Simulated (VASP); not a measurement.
Data:

```
CELL_PARAMETERS angstrom
      1.34934    -2.33712     0.00000
      1.34934     2.33712     0.00000
      0.00000     0.00000     4.36816
ATOMIC_POSITIONS crystal
  Re 0.33333 0.66667 0.25000
  Re 0.66667 0.33333 0.75000
```

Method: LDA (Ceperley-Alder, Perdew-Zunger), VASP's LDA PAW potentials (set 64) (plane waves; VASP). Settings: 500 eV cut-off, 15×15×8 Γ-centred mesh, first-order Methfessel-Paxton smearing of 0.10 eV, potentials Re.

Unless said otherwise, spin-orbit coupling is left out, though it shifts the bands of the heavy elements here.

Predict the energy per atom (σ→0), pressure, band gap (on the k-mesh) with the smallest direct gap where there is one.

- band gap (on the k-mesh): none (metal, semimetal or under 0.01 eV)
- energy per atom (σ→0): -13.727 eV/atom
- pressure: 199.3 kbar

The compound is Re in the hcp structure. It was relaxed first under an external pressure of 20 GPa.
